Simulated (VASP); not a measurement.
All values below come from PBE GGA, VASP's PBE PAW potentials (set 64) (plane waves; VASP).

A VASP calculation is set up with these files.

POSCAR:
```
Pb
1
    0.0000000000     2.4750000000     2.4750000000
    2.4750000000     0.0000000000     2.4750000000
    2.4750000000     2.4750000000     0.0000000000
Pb
1
Direct
  0.0000000000   0.0000000000   0.0000000000
```

### KPOINTS
```
Automatic mesh
0
Gamma
11 11 11
0 0 0
```

### INCAR
```
# general
SYSTEM  = Pb
PREC    = Accurate
ENCUT   = 520
LREAL   = .FALSE.
LASPH   = .TRUE.

# electronic loop
EDIFF   = 1E-6
NELM    = 100
ALGO    = Normal
LMAXMIX = 4

# smearing
ISMEAR  = 1
SIGMA   = 0.1

# functional
GGA     = PE

# ions
IBRION  = 2
NSW     = 60
ISIF    = 3
EDIFFG  = -0.01

# output
LWAVE   = .FALSE.
LCHARG  = .FALSE.
```

POTCAR, in this order: Pb_d (PBE.64 set). Program: vasp_std.

The run wrote:

File OUTCAR:
```
 ion  position               nearest neighbor table
   1  0.000  0.000  0.000-
  LATTYP: Found a face centered cubic cell.
 ALAT       =     4.9500000000
 Subroutine PRICEL returns:
 Original cell was already a primitive cell.
 Subroutine GETGRP returns: Found 48 space group operations
The static configuration has the point symmetry O_h .
The dynamic configuration has the point symmetry O_h .
 Subroutine INISYM returns: Found 48 space group operations
 Subroutine IBZKPT returns following result:
 Found     56 irreducible k-points:

 Following reciprocal coordinates:
            Coordinates               Weight
  0.000000  0.000000  0.000000      1.000000
  0.090909  0.000000  0.000000      8.000000
  0.181818  0.000000  0.000000      8.000000
  0.272727  0.000000  0.000000      8.000000
  0.363636  0.000000  0.000000      8.000000
  0.454545  0.000000  0.000000      8.000000
  0.090909  0.090909  0.000000      6.000000
  0.181818  0.090909  0.000000     24.000000
  0.272727  0.090909  0.000000     24.000000
  0.363636  0.090909  0.000000     24.000000
...
```

**OSZICAR**
```
       N       E                     dE             d eps       ncg     rms          rms(c)
DAV:   1     0.103007337189E+03    0.10301E+03   -0.75133E+03  1250   0.151E+03
DAV:   2     0.100842591707E+01   -0.10200E+03   -0.10017E+03  1268   0.326E+02
DAV:   3    -0.345576317006E+01   -0.44642E+01   -0.44410E+01  1485   0.789E+01
DAV:   4    -0.356259065535E+01   -0.10683E+00   -0.10674E+00  1477   0.137E+01
DAV:   5    -0.356728432507E+01   -0.46937E-02   -0.46935E-02  1594   0.253E+00    0.529E-01
DAV:   6    -0.355799332210E+01    0.92910E-02   -0.15195E-02  1501   0.236E+00    0.264E-01
DAV:   7    -0.355575216685E+01    0.22412E-02   -0.66720E-03  1451   0.149E+00    0.892E-02
DAV:   8    -0.355569543601E+01    0.56731E-04   -0.40443E-04  1442   0.386E-01    0.106E-02
DAV:   9    -0.355569123103E+01    0.42050E-05   -0.11443E-05  1644   0.641E-02    0.520E-03
DAV:  10    -0.355568992726E+01    0.13038E-05   -0.97446E-07   837   0.127E-02    0.491E-04
DAV:  11    -0.355568999521E+01   -0.67946E-07   -0.17994E-07   733   0.961E-03
   1 F= -.35556900E+01 E0= -.35556797E+01  d E =-.355569E+01
       N       E                     dE             d eps       ncg     rms          rms(c)
DAV:   1    -0.415779724288E+01   -0.60211E+00   -0.19149E+01  1442   0.104E+02    0.397E+00
DAV:   2    -0.364370793012E+01    0.51409E+00   -0.10410E+00  1415   0.215E+01    0.145E+00
DAV:   3    -0.356461012427E+01    0.79098E-01   -0.33415E-01  1591   0.118E+01    0.128E-01
DAV:   4    -0.356438106256E+01    0.22906E-03   -0.37176E-03  1301   0.788E-01    0.686E-02
DAV:   5    -0.356453664251E+01   -0.15558E-03   -0.22900E-03  1265   0.475E-01    0.440E-02
DAV:   6    -0.356444531008E+01    0.91332E-04   -0.26756E-04  1427   0.334E-01    0.979E-03
DAV:   7    -0.356444294658E+01    0.23635E-05   -0.32254E-05  1328   0.842E-02    0.136E-03
DAV:   8    -0.356444273982E+01    0.20677E-06   -0.38002E-07   774   0.724E-03
   2 F= -.35644427E+01 E0= -.35644443E+01  d E =-.875274E-02
       N       E                     dE             d eps       ncg     rms          rms(c)
DAV:   1    -0.359689602241E+01   -0.32453E-01   -0.93729E-01  1436   0.211E+01    0.925E-01
DAV:   2    -0.356904529925E+01    0.27851E-01   -0.55056E-02  1412   0.514E+00    0.326E-01
DAV:   3    -0.356515561170E+01    0.38897E-02   -0.15770E-02  1535   0.262E+00    0.256E-02
DAV:   4    -0.356516775833E+01   -0.12147E-04   -0.17883E-04  1271   0.149E-01    0.145E-02
DAV:   5    -0.356519799537E+01   -0.30237E-04   -0.96710E-05  1262   0.857E-02    0.758E-03
DAV:   6    -0.356519533938E+01    0.26560E-05   -0.46813E-06  1460   0.414E-02    0.156E-03
DAV:   7    -0.356519412508E+01    0.12143E-05   -0.76851E-07  1195   0.854E-03    0.321E-04
DAV:   8    -0.356519411519E+01    0.98883E-08   -0.17389E-08   640   0.126E-03
   3 F= -.35651941E+01 E0= -.35652079E+01  d E =-.950412E-02
```

### OUTCAR
```
------------------------ aborting loop because EDIFF is reached ----------------------------------------
  FORCE on cell =-STRESS in cart. coord.  units (eV):
  Direction    XX          YY          ZZ          XY          YZ          ZX
  --------------------------------------------------------------------------------------
  Total       -0.0016068     -0.0016068     -0.0016068     -0.0000000     -0.0000000      0.0000000
  in kB       -0.0810451     -0.0810451     -0.0810451     -0.0000000     -0.0000000      0.0000000
  external PRESSURE =      -0.0810451 kB  Pullay stress =       0.0000000 kB
  volume of cell :       31.76
      direct lattice vectors                 reciprocal lattice vectors
     0.000000000  2.513641632  2.513641632    -0.198914592  0.198914592  0.198914592
     2.513641632 -0.000000000  2.513641632     0.198914592 -0.198914592  0.198914592
     2.513641632  2.513641632 -0.000000000     0.198914592  0.198914592 -0.198914592
 POSITION                                       TOTAL-FORCE (eV/Angst)
 -----------------------------------------------------------------------------------
      0.00000      0.00000      0.00000         0.000000     -0.000000      0.000000
 -----------------------------------------------------------------------------------
    total drift:                               -0.000000     -0.000000     -0.000000
  FREE ENERGIE OF THE ION-ELECTRON SYSTEM (eV)
  ---------------------------------------------------
  free  energy   TOTEN  =        -3.5651941152 eV

  energy  without entropy=       -3.5652355656  energy(sigma->0) =       -3.56520793

 reached required accuracy - stopping structural energy minimisation
```
(Selected blocks of OUTCAR.)

CONTCAR:
```
Pb
   1.00000000000000
     0.0000000000000000    2.5136416317667161    2.5136416317667161
     2.5136416317667161   -0.0000000000000000    2.5136416317667161
     2.5136416317667161    2.5136416317667161   -0.0000000000000000
  Pb
     1
Direct
     0.0000000000000000    0.0000000000000000    0.0000000000000000
```

Energy and stress use the plane-wave basis of the starting cell.

The compound is Pb in the fcc structure. This run relaxes it. Symmetry was kept, so distortions that lower it aren't found.
